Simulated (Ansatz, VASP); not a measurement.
## EuNi3: VASP beside Ansatz

```
Eu Ni
1.0
     3.80856    0.00000    0.00000
     0.00000    3.80856    0.00000
     0.00000    0.00000    3.80856
Eu Ni
1 3
Direct
  0.00000 0.00000 0.00000
  0.50000 0.00000 0.50000
  0.00000 0.50000 0.50000
  0.50000 0.50000 0.00000
```

The cell comes from a database or a generator and needn't be the stable form of this composition.

Alike in both runs: task single point; functional PBE; k mesh 7 × 7 × 7; occupations fermi-dirac, width 0.05 eV; collinear spin.

|  | VASP | Ansatz |
| --- | --- | --- |
| version | VASP 6.6.1 | Ansatz 0.2.0 |
| potentials or method | VASP PAW PBE potentials, release 64 (Eu, Ni) | Ansatz PAW |
| plane-wave cutoff (eV) | 520 | 420 |
| valence electrons in the cell | 47 | 71 |

```tsv
	VASP	Ansatz	Ansatz less VASP
gap on the k mesh at the Fermi level (eV)	none	none	-
pressure (GPa)	9.2	9.0	-0.25
net moment per atom (μB)	1.48	1.48	-0.008
size of the moment on the site where the two differ most (μB)	6.27	6.29	+0.018
```

Site moments also hang on the region over which each program counts them. A gap of «none» marks a metal or a gap that the smearing closes. The two sets of potentials don't hold the same shells in valence.

Caveats: spin-orbit coupling is left out, which moves the levels of the heavy elements; without U or exact exchange the open f shell lies at the Fermi level, which spoils levels, moments and volumes; the starting moments weren't kept (Ansatz). The state reached can hang on the start; a lower one may exist.
